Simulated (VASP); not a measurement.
```
CELL_PARAMETERS angstrom
     -2.51000     2.51000     2.51000
      2.51000    -2.51000     2.51000
      2.51000     2.51000    -2.51000
ATOMIC_POSITIONS crystal
  Ba 0.00000 0.00000 0.00000
```

The base run (VASP): PBE GGA, plane waves, VASP's PBE PAW potentials (set 64). Run with 400 eV cut-off, 9×9×9 Γ-centred mesh, first-order Methfessel-Paxton smearing of 0.10 eV, potentials Ba_sv.

The base run took about 5 core-seconds. Costs are core time on shared hosts, one run each; read them as rough ratios.

Pressures at a finite cut-off, here 400 eV, hold a Pulay part, which this task's highest cut-off puts under 0.2 GPa.

```
setting                                          cost over the base run  electronic steps  pressure (GPa)
-----------------------------------------------  ----------------------  ----------------  --------------
IVDW = 13                                          within a factor of 2                11           -0.31
IVDW = 11                                          within a factor of 2                11           -0.21
GGA = 91                                           within a factor of 2                11           -0.08
base run                                                      reference                11            0.07
GGA removed, LMIXTAU = .TRUE., METAGGA = SCAN             about 8 times                27            0.18
GGA removed, LMIXTAU = .TRUE., METAGGA = R2SCAN           about 8 times                27            0.33
GGA removed, LMIXTAU = .TRUE., METAGGA = TPSS                         ?                 ?               ?
```

Question: What belongs in the gaps?

Answer: 
- GGA removed, LMIXTAU = .TRUE., METAGGA = TPSS, cost over the base run: about 10 times
- GGA removed, LMIXTAU = .TRUE., METAGGA = TPSS, electronic steps: 36
- GGA removed, LMIXTAU = .TRUE., METAGGA = TPSS, pressure (GPa): -0.05

Left out are runs that failed, have no time on record or changed the cell.

The compound is Ba in the bcc structure. The cell was not relaxed at this level.
